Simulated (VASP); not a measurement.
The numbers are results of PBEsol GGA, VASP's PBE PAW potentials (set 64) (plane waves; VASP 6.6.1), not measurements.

A VASP calculation is set up with these files.

**POSCAR**
```
NaTlO
1
    3.4667471641     0.0000000000     0.0000000000
   -1.7333735821     3.0022908599     0.0000000000
    0.0000000000     0.0000000000    11.4167909701
Na Tl O
2 2 2
Direct
  0.6666670000   0.3333330000   0.8929314733
  0.3333330000   0.6666670000   0.3929314733
  0.3333330000   0.6666670000   0.1156626641
  0.6666670000   0.3333330000   0.6156626641
  0.0000000000   0.0000000000   0.9914158627
  0.0000000000   0.0000000000   0.4914158627
```

**KPOINTS**
```
k-points along high-symmetry lines
10
Line-mode
Reciprocal
  0.000000   0.000000   0.000000 ! GAMMA
  0.500000   0.000000   0.000000 ! M

  0.500000   0.000000   0.000000 ! M
  0.333333   0.333333   0.000000 ! K

  0.333333   0.333333   0.000000 ! K
  0.000000   0.000000   0.000000 ! GAMMA

  0.000000   0.000000   0.000000 ! GAMMA
  0.000000   0.000000   0.500000 ! A

  0.000000   0.000000   0.500000 ! A
  0.500000   0.000000   0.500000 ! L

  0.500000   0.000000   0.500000 ! L
  0.333333   0.333333   0.500000 ! H

  0.333333   0.333333   0.500000 ! H
  0.000000   0.000000   0.500000 ! A

  0.500000   0.000000   0.500000 ! L
  0.500000   0.000000   0.000000 ! M

  0.333333   0.333333   0.500000 ! H
  0.333333   0.333333   0.000000 ! K
```

### INCAR
```
SYSTEM = NaTlO
PREC = Accurate
ENCUT = 520
EDIFF = 1E-7
NELM = 100
ALGO = Normal
LREAL = .FALSE.
LASPH = .TRUE.
ISMEAR = 0
SIGMA = 0.05
GGA = PS
LMAXMIX = 4
LWAVE = .FALSE.
LCHARG = .FALSE.
LORBIT = 11
ICHARG = 11
```

POTCAR, in this order: Na_pv Tl_d O (PBE.64 set). Program: vasp_std. Read from the step before: CHGCAR.

The run wrote:

### OSZICAR
```
       N       E                     dE             d eps       ncg     rms          rms(c)
DAV:   1     0.450838838142E+03    0.45084E+03   -0.27064E+04  5580   0.180E+03
DAV:   2     0.221040991725E+02   -0.42873E+03   -0.41747E+03  5762   0.468E+02
DAV:   3    -0.220086427886E+02   -0.44113E+02   -0.42463E+02  6893   0.131E+02
DAV:   4    -0.237387485140E+02   -0.17301E+01   -0.17236E+01  5973   0.241E+01
DAV:   5    -0.237787343675E+02   -0.39986E-01   -0.39977E-01  7193   0.387E+00
DAV:   6    -0.237795834726E+02   -0.84911E-03   -0.84908E-03  6568   0.552E-01
DAV:   7    -0.237796208483E+02   -0.37376E-04   -0.37376E-04  7845   0.103E-01
DAV:   8    -0.237796212093E+02   -0.36094E-06   -0.36095E-06  6571   0.115E-02
DAV:   9    -0.237796212224E+02   -0.13161E-07   -0.13126E-07  5046   0.224E-03
   1 F= -.23779621E+02 E0= -.23779621E+02  d E =-.708901E-17
```

**OUTCAR**
```
 val. band max:        2.5514196891   @ k =   0.3704   0.2593   0.0000

 cond. band min:       3.4062834119   @ k =   0.0000   0.0000   0.0000



 k-point     1 :       0.0000    0.0000    0.0000
  band No.  band energies     occupation
      1     -19.6796      2.00000
      2     -19.6777      2.00000
      3     -19.5834      2.00000
      4     -19.5834      2.00000
      5     -19.5834      2.00000
      6     -19.5834      2.00000
      7     -13.6578      2.00000
      8     -13.6490      2.00000
      9      -7.5392      2.00000
     10      -7.5302      2.00000
     11      -7.4248      2.00000
     12      -7.4248      2.00000
     13      -7.4245      2.00000
     14      -7.4245      2.00000
     15      -7.1267      2.00000
     16      -7.1267      2.00000
     17      -7.1263      2.00000
     18      -7.1263      2.00000
     19      -3.5992      2.00000
     20      -3.4280      2.00000
     21       0.8556      2.00000
     22       1.7336      2.00000
     23       1.7336      2.00000
     24       1.7350      2.00000
     25       1.7350      2.00000
     26       1.8470      2.00000
     27       3.4063      0.00000
     28       5.3728      0.00000
     29       7.4688      0.00000
     30      10.0250      0.00000
     31      13.0137      0.00000

 k-point     2 :       0.0556    0.0000    0.0000
  band No.  band energies     occupation
      1     -19.6790      2.00000
      2     -19.6771      2.00000
      3     -19.5861      2.00000
      4     -19.5861      2.00000
      5     -19.5839      2.00000
      6     -19.5839      2.00000
      7     -13.6489      2.00000
      8     -13.6404      2.00000
      9      -7.5280      2.00000
     10      -7.5191      2.00000
     11      -7.4260      2.00000
     12      -7.4256      2.00000
     13      -7.4114      2.00000
     14      -7.4111      2.00000
     15      -7.1313      2.00000
     16      -7.1312      2.00000
     17      -7.1293      2.00000
     18      -7.1290      2.00000
...
```

The density is held fixed in this step, so its total energy and stress have no physical meaning. Unless said otherwise, spin-orbit coupling is left out, though it shifts the bands of the heavy elements here.

The structure comes from a computed database's NaTlO entry (P6_3mc); how it stands against other phases isn't given here. It was relaxed first.
